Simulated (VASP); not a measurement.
# SiF4 in VASP: a series of runs

The runs below take SiF4 through relaxation of the atoms, with LDA, PBE.

All numbers are computed with VASP 6.6.1; they aren't measurements. Logs are shortened: lines on timing, memory, paths and dates and some standing lists are left out, and cuts for length are marked.

## Step 1: The structure

The cell holds a molecule in a box, 5 atoms: a = 10.000 Å, b = 10.500 Å, c = 11.000 Å, α = 90.00°, β = 90.00°, γ = 90.00°.

## Step 2: Relaxation of the atoms, LDA

Input file INCAR:

```
SYSTEM = SiF4
PREC = Accurate ; ENCUT = 520
EDIFF = 1E-7 ; ISMEAR = 0
SIGMA = 0.05 ; LREAL = .False.
LASPH = .True. ; NELM = 80
ALGO = Normal ; ISIF = 2
LWAVE = .False. ; LCHARG = .False.
IBRION = 2 ; NSW = 40
EDIFFG = -0.02
```

Input file KPOINTS:

```
regular mesh
0
Gamma
  1 1 1
  0 0 0
```

Input file POSCAR:

```
SiF4
1.0
   10.0000000000      0.0000000000      0.0000000000
    0.0000000000     10.5000000000      0.0000000000
    0.0000000000      0.0000000000     11.0000000000
Si F
1 4
Direct
    0.5000000000      0.5000000000      0.5000000000
    0.5912806000      0.5869339048      0.5829823636
    0.4087194000      0.4130660952      0.5829823636
    0.4087194000      0.5869339048      0.4170176364
    0.5912806000      0.4130660952      0.4170176364
```

Potentials or basis: VASP PAW LDA potentials, release 64 (Si, F).

The run is started by

```bash
cat potpaw_LDA.64/Si/POTCAR potpaw_LDA.64/F/POTCAR > POTCAR
mpirun -np 1 vasp_std > vasp.out
```

OUTCAR:

```text
SYSTEM = SiF4
   PREC = Accurate
   ENCUT = 520
   EDIFF = 1E-7
   ISMEAR = 0
   LREAL = .False.
   LASPH = .True.
   NELM = 80
   ISIF = 2
   IBRION = 2
   NSW = 40
   EDIFFG = -0.02

 ion  position               nearest neighbor table
   1  0.500  0.500  0.500-   2 1.58   3 1.58   4 1.58   5 1.58
   2  0.591  0.587  0.583-   1 1.58
   3  0.409  0.413  0.583-   1 1.58
   4  0.409  0.587  0.417-   1 1.58
   5  0.591  0.413  0.417-   1 1.58

  LATTYP: Found a simple orthorhombic cell.
 ALAT       =    10.0000000000
 B/A-ratio  =     1.0500000000
 C/A-ratio  =     1.1000000000

  Lattice vectors:

 A1 = (  10.0000000000,   0.0000000000,   0.0000000000)
 A2 = (   0.0000000000,  10.5000000000,   0.0000000000)
 A3 = (   0.0000000000,   0.0000000000,  11.0000000000)

Analysis of symmetry for initial positions (statically):
=====================================================================
 Subroutine PRICEL returns:
 Original cell was already a primitive cell.

 Routine SETGRP: Setting up the symmetry group for a
 simple orthorhombic supercell.

 Subroutine GETGRP returns: Found  4 space group operations
 (whereof  4 operations were pure point group operations)
 out of a pool of  8 trial point group operations.

The static configuration has the point symmetry D_2 .

Analysis of symmetry for dynamics (positions and initial velocities):
=====================================================================
 Subroutine PRICEL returns:
 Original cell was already a primitive cell.

 Routine SETGRP: Setting up the symmetry group for a
 simple orthorhombic supercell.

 Subroutine GETGRP returns: Found  4 space group operations
 (whereof  4 operations were pure point group operations)
 out of a pool of  8 trial point group operations.

The dynamic configuration has the point symmetry D_2 .

 Subroutine INISYM returns: Found  4 space group operations
 (whereof  4 operations are pure point group operations),
 and found     1 'primitive' translations

----------------------------------------------------------------------------------------

                                     Primitive cell

[... 57 lines left out ...]
   dimension x,y,z NGX =    80 NGY =   80 NGZ =   84
   dimension x,y,z NGXF=   160 NGYF=  160 NGZF=  168
   ions per type =               1   4
   NGX,Y,Z   is equivalent  to a cutoff of  13.30, 12.67, 12.70 a.u.
   NGXF,Y,Z  is equivalent  to a cutoff of  26.60, 25.33, 25.39 a.u.
 SYSTEM =  SiF4
   PREC   = accura    normal or accurate (medium, high low for compatibility)
   ISTART =      0    job   : 0-new  1-cont  2-samecut
   ICHARG =      2    charge: 1-file 2-atom 10-const
   ISPIN  =      1    spin polarized calculation?
   LNONCOLLINEAR =      F non collinear calculations
   LSORBIT =      F    spin-orbit coupling
   LASPH  =      T    aspherical Exc in radial PAW
   ENCUT  =  520.0 eV  38.22 Ry    6.18 a.u.  18.59 19.52 20.45*2*pi/ulx,y,z
   NELM   =     80;   NELMIN=  2; NELMDL= -5     # of ELM steps
   EDIFF  = 0.1E-06   stopping-criterion for ELM
   LREAL  =      F    real-space projection
   EDIFFG = -.2E-01   stopping-criterion for IOM
   NSW    =     40    number of steps for IOM
   IBRION =      2    ionic relax: 0-MD 1-quasi-New 2-CG
   NFREE  =      1    steps in history (QN), initial steepest desc. (CG)
   ISIF   =      2    stress and relaxation
   ISYM   =      2    0-nonsym 1-usesym 2-fastsym
   POTIM  = 0.5000    time-step for ionic-motion
   TEBEG  =    0.0;   TEEND  =   0.0 temperature during run
   PSTRESS=    0.0 pullay stress
   NELECT =      32.0000    total number of electrons
   NUPDOWN=      -1.0000    fix difference up-down
   EMIN   =  10.00;   EMAX   =-10.00  energy-range for DOS
   EFERMI =   0.00;   METHOD = LEGACY
   ISMEAR =     0;   SIGMA  =   0.05  broadening in eV -4-tet -1-fermi 0-gaus
   EFERMI_NEDOS =   21; number of points for ismear=-14 and -15
   IALGO  =     38    algorithm
   IMIX   =      4    mixing-type and parameters
     AMIX     =   0.40;   BMIX     =  1.00
     AMIX_MAG =   1.60;   BMIX_MAG =  1.00
  volume/ion in A,a.u.               =     231.00      1558.86
  Fermi-wavevector in a.u.,A,eV,Ry     =   0.495371  0.936116  3.338771  0.245393
  Thomas-Fermi vector in A             =   1.500788
   LORBIT       =      0    0 simple, 1 ext, 2 COOP (PROOUT), +10 PAW based schemes
   GGA     = CA    functional components
   LHFCALC =     F    Hartree Fock is set to
   AEXX    =    0.0000 exact exchange contribution
   IVDW    =     0    specifies the selected vdW correction
   LEPSILON=     F    determine dielectric tensor
   LRPA    =     F    only Hartree local field effects (RPA)
 conjugate gradient relaxation of ions
 non-spin polarized calculation
 Gauss-broadening in eV      SIGMA  =   0.05
  energy-cutoff  :      520.00
  volume of cell :     1155.00
 maximum number of plane-waves:     31095
 NGX is ok and might be reduce to    80
   NGX = 37   NGY = 39   NGZ = 41

--------------------------------------- Ionic step        1  -------------------------------------------

 number of electron      31.9999985 magnetization

 Free energy of the ion-electron system (eV)
  ---------------------------------------------------
  ext. energy  EPLUGINS =         0.00000000
  ---------------------------------------------------
  free energy    TOTEN  =       -30.30502802 eV

  energy without entropy =      -30.30502802  energy(sigma->0) =      -30.30502802

------------------------ aborting loop because EDIFF is reached ----------------------------------------

  FORCE on cell =-STRESS in cart. coord.  units (eV):
  Direction    XX          YY          ZZ          XY          YZ          ZX
  --------------------------------------------------------------------------------------
  -------------------------------------------------------------------------------------
  Total       -1.6029751     -1.6048038     -1.6071707      0.0000000      0.0000000      0.0000000
  in kB       -2.2235934     -2.2261301     -2.2294134      0.0000000      0.0000000      0.0000000
  external PRESSURE =      -2.2263790 kB  Pullay stress =       0.0000000 kB
[... 65 lines left out ...]
--------------------------------------- Ionic step        3  -------------------------------------------

 number of electron      31.9999993 magnetization

 Free energy of the ion-electron system (eV)
  ---------------------------------------------------
  ext. energy  EPLUGINS =         0.00000000
  ---------------------------------------------------
  free energy    TOTEN  =       -30.32866953 eV

  energy without entropy =      -30.32866953  energy(sigma->0) =      -30.32866953

 E-fermi : -10.2469     XC(G=0):  -0.9117

 val. band max:      -10.5289464158   @ k =   0.0000   0.0000   0.0000
 cond. band min:      -1.1342829370   @ k =   0.0000   0.0000   0.0000
 fundamental gap:      9.3946634788
 Fermi energy:       -10.2469219706

 k-point     1 :       0.0000    0.0000    0.0000
  band No.  band energies     occupation
      1     -31.3081      2.00000
      2     -30.3057      2.00000
      3     -30.3057      2.00000
      4     -30.3056      2.00000
      5     -14.9576      2.00000
      6     -13.1565      2.00000
[... 44 lines left out ...]
  FREE ENERGIE OF THE ION-ELECTRON SYSTEM (eV)
  ---------------------------------------------------
  free  energy   TOTEN  =       -30.3286695295 eV

  energy  without entropy=      -30.3286695295  energy(sigma->0) =      -30.32866953

 reached required accuracy - stopping structural energy minimisation
```

OSZICAR:

```text
N       E                     dE             d eps       ncg     rms          rms(c)
DAV:   1     0.331869436249E+03    0.33187E+03   -0.97794E+03    56   0.981E+02
DAV:   2     0.636126436468E+02   -0.26826E+03   -0.25783E+03    64   0.218E+02
DAV:   3    -0.283515334771E+02   -0.91964E+02   -0.91750E+02    40   0.146E+02
[... 53 lines left out ...]
DAV:  12    -0.303286682141E+02   -0.75324E-06   -0.12967E-07    24   0.194E-03    0.902E-04
DAV:  13    -0.303286683608E+02   -0.14673E-06   -0.29850E-08    32   0.133E-03    0.476E-04
DAV:  14    -0.303286692722E+02   -0.91138E-06   -0.50134E-08    24   0.143E-03    0.483E-04
DAV:  15    -0.303286694413E+02   -0.16910E-06   -0.64355E-09    28   0.693E-04    0.266E-04
DAV:  16    -0.303286695295E+02   -0.88195E-07   -0.75491E-09    24   0.735E-04
   3 F= -.30328670E+02 E0= -.30328670E+02  d E =-.236415E-01
```

CONTCAR:

```text
SiF4
   1.00000000000000
    10.0000000000000000    0.0000000000000000    0.0000000000000000
     0.0000000000000000   10.5000000000000000    0.0000000000000000
     0.0000000000000000    0.0000000000000000   11.0000000000000000
  Si              F
     1     4
Direct
     0.5000000000000000    0.5000000000000000    0.5000000000000000
     0.5902934319569227    0.5859927574398187    0.5820842084133236
     0.4097065680430773    0.4140072425601812    0.5820842084133236
     0.4097065680430773    0.5859927574398187    0.4179157915866763
     0.5902934319569227    0.4140072425601812    0.4179157915866763

  0.00000000E+00  0.00000000E+00  0.00000000E+00
  0.00000000E+00  0.00000000E+00  0.00000000E+00
  0.00000000E+00  0.00000000E+00  0.00000000E+00
  0.00000000E+00  0.00000000E+00  0.00000000E+00
  0.00000000E+00  0.00000000E+00  0.00000000E+00
```

Run time: 3.8 min. Hardware: 1 thread of AMD EPYC 7R13 (Zen 3), shared host; peak memory 0.59 GiB.

What came out:

| Quantity | Value |
| --- | --- |
| Free energy | -30.3287 eV |
| Energy gained by relaxing | 4.7 meV/atom |
| Ionic steps | 3 |
| Gap between the frontier levels | 9.39 eV |

The path:
```
step  energy change (eV)  largest force (eV/Å)  pressure (GPa)
   1              0.0000                0.6797           -0.22
   2             -0.0025                0.6842            0.17
   3             -0.0236                0.0002           -0.02
```

Final structure:
```
Si F
1.0
    10.00000    0.00000    0.00000
     0.00000   10.50000    0.00000
     0.00000    0.00000   11.00000
Si F
1 4
Direct
  0.50000 0.50000 0.50000
  0.59029 0.58599 0.58208
  0.40971 0.41401 0.58208
  0.40971 0.58599 0.41792
  0.59029 0.41401 0.41792
```

## Step 3: Relaxation of the atoms, PBE

Input file INCAR:

```
SYSTEM = SiF4
PREC = Accurate
ENCUT = 520
EDIFF = 1E-6
ISMEAR = 0
SIGMA = 0.05
LREAL = .FALSE.
LASPH = .TRUE.
NELM = 80
ALGO = Fast
ISIF = 2
LWAVE = .FALSE.
LCHARG = .FALSE.
GGA = PE
IBRION = 2
NSW = 40
EDIFFG = -0.01
```

Input file KPOINTS:

```
Automatic mesh
0
G
  1 1 1
  0 0 0
```

POSCAR is that of step 2.

Potentials or basis: VASP PAW PBE potentials, release 64 (Si, F).

The run is started by

```bash
cat potpaw_PBE.64/Si/POTCAR potpaw_PBE.64/F/POTCAR > POTCAR
mpirun -np 1 vasp_std > vasp.out
```

OUTCAR:

```text
SYSTEM = SiF4
   PREC = Accurate
   ENCUT = 520
   EDIFF = 1E-6
   ISMEAR = 0
   LREAL = .FALSE.
   LASPH = .TRUE.
   NELM = 80
   ISIF = 2
   GGA = PE
   IBRION = 2
   NSW = 40
   EDIFFG = -0.01

 ion  position               nearest neighbor table
   1  0.500  0.500  0.500-   2 1.58   3 1.58   4 1.58   5 1.58
   2  0.591  0.587  0.583-   1 1.58
   3  0.409  0.413  0.583-   1 1.58
   4  0.409  0.587  0.417-   1 1.58
   5  0.591  0.413  0.417-   1 1.58

  LATTYP: Found a simple orthorhombic cell.
 ALAT       =    10.0000000000
 B/A-ratio  =     1.0500000000
 C/A-ratio  =     1.1000000000

  Lattice vectors:

 A1 = (  10.0000000000,   0.0000000000,   0.0000000000)
 A2 = (   0.0000000000,  10.5000000000,   0.0000000000)
 A3 = (   0.0000000000,   0.0000000000,  11.0000000000)

Analysis of symmetry for initial positions (statically):
=====================================================================
 Subroutine PRICEL returns:
 Original cell was already a primitive cell.

 Routine SETGRP: Setting up the symmetry group for a
 simple orthorhombic supercell.

 Subroutine GETGRP returns: Found  4 space group operations
 (whereof  4 operations were pure point group operations)
 out of a pool of  8 trial point group operations.

The static configuration has the point symmetry D_2 .

Analysis of symmetry for dynamics (positions and initial velocities):
=====================================================================
 Subroutine PRICEL returns:
 Original cell was already a primitive cell.

 Routine SETGRP: Setting up the symmetry group for a
 simple orthorhombic supercell.

 Subroutine GETGRP returns: Found  4 space group operations
 (whereof  4 operations were pure point group operations)
 out of a pool of  8 trial point group operations.

The dynamic configuration has the point symmetry D_2 .

[... 88 lines left out ...]
   POTIM  = 0.5000    time-step for ionic-motion
   TEBEG  =    0.0;   TEEND  =   0.0 temperature during run
   PSTRESS=    0.0 pullay stress
   NELECT =      32.0000    total number of electrons
   NUPDOWN=      -1.0000    fix difference up-down
   EMIN   =  10.00;   EMAX   =-10.00  energy-range for DOS
   EFERMI =   0.00;   METHOD = LEGACY
   ISMEAR =     0;   SIGMA  =   0.05  broadening in eV -4-tet -1-fermi 0-gaus
   EFERMI_NEDOS =   21; number of points for ismear=-14 and -15
   IALGO  =     68    algorithm
   IMIX   =      4    mixing-type and parameters
     AMIX     =   0.40;   BMIX     =  1.00
     AMIX_MAG =   1.60;   BMIX_MAG =  1.00
  volume/ion in A,a.u.               =     231.00      1558.86
  Fermi-wavevector in a.u.,A,eV,Ry     =   0.495371  0.936116  3.338771  0.245393
  Thomas-Fermi vector in A             =   1.500788
   LORBIT       =      0    0 simple, 1 ext, 2 COOP (PROOUT), +10 PAW based schemes
   GGA     = PE    functional components
   LHFCALC =     F    Hartree Fock is set to
   AEXX    =    0.0000 exact exchange contribution
   IVDW    =     0    specifies the selected vdW correction
   LEPSILON=     F    determine dielectric tensor
   LRPA    =     F    only Hartree local field effects (RPA)
 conjugate gradient relaxation of ions
 non-spin polarized calculation
 RMM-DIIS sequential band-by-band and
 Gauss-broadening in eV      SIGMA  =   0.05
  energy-cutoff  :      520.00
  volume of cell :     1155.00
 maximum number of plane-waves:     31095
 NGX is ok and might be reduce to    80
   NGX = 37   NGY = 39   NGZ = 41

--------------------------------------- Ionic step        1  -------------------------------------------

 number of electron      31.9999985 magnetization

 Free energy of the ion-electron system (eV)
  ---------------------------------------------------
  ext. energy  EPLUGINS =         0.00000000
  ---------------------------------------------------
  free energy    TOTEN  =       -28.16782129 eV

  energy without entropy =      -28.16782129  energy(sigma->0) =      -28.16782129

------------------------ aborting loop because EDIFF is reached ----------------------------------------

  FORCE on cell =-STRESS in cart. coord.  units (eV):
  Direction    XX          YY          ZZ          XY          YZ          ZX
  --------------------------------------------------------------------------------------
  -------------------------------------------------------------------------------------
  Total       -0.0322778     -0.0343901     -0.0367024      0.0000000      0.0000000      0.0000000
  in kB       -0.0447747     -0.0477048     -0.0509124      0.0000000      0.0000000      0.0000000
  external PRESSURE =      -0.0477973 kB  Pullay stress =       0.0000000 kB
[... 65 lines left out ...]
--------------------------------------- Ionic step        3  -------------------------------------------

 number of electron      31.9999985 magnetization

 Free energy of the ion-electron system (eV)
  ---------------------------------------------------
  ext. energy  EPLUGINS =         0.00000000
  ---------------------------------------------------
  free energy    TOTEN  =       -28.16804615 eV

  energy without entropy =      -28.16804615  energy(sigma->0) =      -28.16804615

 E-fermi : -10.0219     XC(G=0):  -0.9805

 val. band max:      -10.2602611701   @ k =   0.0000   0.0000   0.0000
 cond. band min:      -1.1306695354   @ k =   0.0000   0.0000   0.0000
 fundamental gap:      9.1295916347
 Fermi energy:       -10.0219112324

 k-point     1 :       0.0000    0.0000    0.0000
  band No.  band energies     occupation
      1     -31.2740      2.00000
      2     -30.3783      2.00000
      3     -30.3783      2.00000
      4     -30.3782      2.00000
      5     -14.7236      2.00000
      6     -12.8313      2.00000
[... 44 lines left out ...]
  FREE ENERGIE OF THE ION-ELECTRON SYSTEM (eV)
  ---------------------------------------------------
  free  energy   TOTEN  =       -28.1680461514 eV

  energy  without entropy=      -28.1680461514  energy(sigma->0) =      -28.16804615

 reached required accuracy - stopping structural energy minimisation
```

OSZICAR:

```text
N       E                     dE             d eps       ncg     rms          rms(c)
DAV:   1     0.334507929515E+03    0.33451E+03   -0.97288E+03    56   0.981E+02
DAV:   2     0.685167065951E+02   -0.26599E+03   -0.25596E+03    64   0.216E+02
DAV:   3    -0.258239866964E+02   -0.94341E+02   -0.94101E+02    40   0.146E+02
[... 33 lines left out ...]
DAV:   1    -0.281679265774E+02   -0.61211E-04   -0.72295E-02    48   0.249E+00    0.139E-01
RMM:   2    -0.281680491610E+02   -0.12258E-03   -0.16854E-03    40   0.342E-01    0.349E-02
RMM:   3    -0.281680425661E+02    0.65950E-05   -0.96132E-05    40   0.954E-02    0.136E-02
RMM:   4    -0.281680456583E+02   -0.30923E-05   -0.28648E-05    40   0.409E-02    0.416E-03
RMM:   5    -0.281680461514E+02   -0.49307E-06   -0.32351E-06    29   0.139E-02
   3 F= -.28168046E+02 E0= -.28168046E+02  d E =-.224857E-03
```

CONTCAR:

```text
SiF4
   1.00000000000000
    10.0000000000000000    0.0000000000000000    0.0000000000000000
     0.0000000000000000   10.5000000000000000    0.0000000000000000
     0.0000000000000000    0.0000000000000000   11.0000000000000000
  Si              F
     1     4
Direct
     0.5000000000000000    0.5000000000000000    0.5000000000000000
     0.5913795832984030    0.5870272153252237    0.5830716636584673
     0.4086204167015969    0.4129727846747763    0.5830716636584673
     0.4086204167015969    0.5870272153252237    0.4169283363415326
     0.5913795832984030    0.4129727846747763    0.4169283363415326

  0.00000000E+00  0.00000000E+00  0.00000000E+00
  0.00000000E+00  0.00000000E+00  0.00000000E+00
  0.00000000E+00  0.00000000E+00  0.00000000E+00
  0.00000000E+00  0.00000000E+00  0.00000000E+00
  0.00000000E+00  0.00000000E+00  0.00000000E+00
```

It took 2 min on 1 thread of AMD EPYC 9R14 (Zen 4), shared host; peak memory 1.1 GiB.

What came out:

```
Free energy                     : -28.1680 eV
Energy gained by relaxing       : 0.0 meV/atom
Ionic steps                     : 3
Gap between the frontier levels : 9.13 eV
```

Step by step:
```csv
step,energy change (eV),largest force (eV/Å),pressure (GPa)
1,0.0000,0.0674,0.00
2,0.0000,0.0593,-0.04
3,-0.0002,0.0017,-0.02
```

Final structure:
```
Si F
1.0
    10.00000    0.00000    0.00000
     0.00000   10.50000    0.00000
     0.00000    0.00000   11.00000
Si F
1 4
Direct
  0.50000 0.50000 0.50000
  0.59138 0.58703 0.58307
  0.40862 0.41297 0.58307
  0.40862 0.58703 0.41693
  0.59138 0.41297 0.41693
```

Levels at points of the mesh, in eV from the valence-band top:
| k point | band 13 | band 14 | band 15 | band 16 | band 17 | band 18 | band 19 | band 20 |
| --- | --- | --- | --- | --- | --- | --- | --- | --- |
| (0.00, 0.00, 0.00) | -0.94 | 0.00 | 0.00 | 0.00 | 9.13 | 10.84 | 11.03 | 11.10 |

Expect the measured gap to be larger: semilocal functionals such as PBE lack the derivative discontinuity.
